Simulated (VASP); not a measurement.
Output of a VASP run:

**OSZICAR**
```
       N       E                     dE             d eps       ncg     rms          rms(c)
DAV:   1     0.805672275779E+02    0.80567E+02   -0.87634E+03  1719   0.942E+02
DAV:   2    -0.721333179602E+01   -0.87781E+02   -0.84697E+02  1806   0.228E+02
DAV:   3    -0.806969832760E+01   -0.85637E+00   -0.85563E+00  2037   0.274E+01
DAV:   4    -0.807182186077E+01   -0.21235E-02   -0.21235E-02  1995   0.124E+00
DAV:   5    -0.807183958417E+01   -0.17723E-04   -0.17723E-04  2079   0.116E-01    0.736E+00
DAV:   6    -0.750935734297E+01    0.56248E+00   -0.18333E+00  1687   0.152E+01    0.482E+00
DAV:   7    -0.749086562413E+01    0.18492E-01   -0.11743E-02  1918   0.845E-01    0.269E+00
DAV:   8    -0.748247516794E+01    0.83905E-02   -0.93478E-04  1911   0.343E-01    0.694E-02
DAV:   9    -0.748249246672E+01   -0.17299E-04   -0.18771E-05  2086   0.300E-02    0.118E-02
DAV:  10    -0.748249324145E+01   -0.77473E-06   -0.18399E-06  1512   0.154E-02
   1 F= -.74824932E+01 E0= -.74817807E+01  d E =-.142508E-02
```

**OUTCAR**
```
------------------------ aborting loop because EDIFF is reached ----------------------------------------
  FORCE on cell =-STRESS in cart. coord.  units (eV):
  Direction    XX          YY          ZZ          XY          YZ          ZX
  --------------------------------------------------------------------------------------
  Total       -1.9154846     -1.9154846     -1.7229566      0.0000000     -0.0000000      0.0000000
  in kB      -88.2587572    -88.2587545    -79.3877494      0.0000000     -0.0000000      0.0000000
  external PRESSURE =     -85.3017537 kB  Pullay stress =       0.0000000 kB
  volume of cell :       34.77
      direct lattice vectors                 reciprocal lattice vectors
     2.922300000  0.000000000  0.000000000     0.342196215  0.197567080  0.000000000
    -1.461150000  2.530786000  0.000000000     0.000000000  0.395134160  0.000000000
     0.000000000  0.000000000  4.701660000     0.000000000  0.000000000  0.212690837
 POSITION                                       TOTAL-FORCE (eV/Angst)
 -----------------------------------------------------------------------------------
     -0.00000      1.68719      1.17542        -0.000000      0.000000      0.000000
      1.46115      0.84359      3.52625         0.000000     -0.000000      0.000000
 -----------------------------------------------------------------------------------
    total drift:                               -0.000161      0.000093     -0.000013
  FREE ENERGIE OF THE ION-ELECTRON SYSTEM (eV)
  ---------------------------------------------------
  free  energy   TOTEN  =        -7.4824932414 eV

  energy  without entropy=       -7.4810681607  energy(sigma->0) =       -7.48178070
```
(Selected blocks of OUTCAR.)

File POSCAR:
```
Ag
1
    2.9223000000     0.0000000000     0.0000000000
   -1.4611500000     2.5307860000     0.0000000000
    0.0000000000     0.0000000000     4.7016600000
Ag
2
Direct
  0.3333330000   0.6666670000   0.2500000000
  0.6666670000   0.3333330000   0.7500000000
```

### Question
Reconstruct the remaining input files.

### Answer
This is not unique; one that fits is the input of the run itself, LDA (Ceperley-Alder, Perdew-Zunger), plane waves, VASP's LDA PAW potentials (set 64).

KPOINTS:
```
K-points
0
G
  10 10 6
```

**INCAR**
```
SIGMA  =  0.05
LREAL  =  .False.   # projection in real space or not
ENCUT  =  300
SYSTEM  =  Ag
ISMEAR  =  0   # Gaussian
ISIF  =  2   # forces and stress, cell fixed
PREC  =  Accurate
LASPH  =  .True.   # aspherical one-centre terms
EDIFF  =  1E-6
LMAXMIX  =  4   # l cut-off of mixed one-centre charges
NELM  =  100   # most electronic steps
LCHARG  =  .False.
ALGO  =  Normal
LWAVE  =  .False.
```

POTCAR, in this order: Ag (LDA.64 set). Program: vasp_std.

At this cut-off the stress carries a Pulay error, which pulls relaxed volumes low.

The structure comes from a computed database's Ag entry (P6_3/mmc); how it stands against other phases isn't given here. The cell was not relaxed at this level. The run is one of a series of settings (GGA removed, POTCAR Ag (LDA.64 set) against the base run), some of them coarse on purpose.
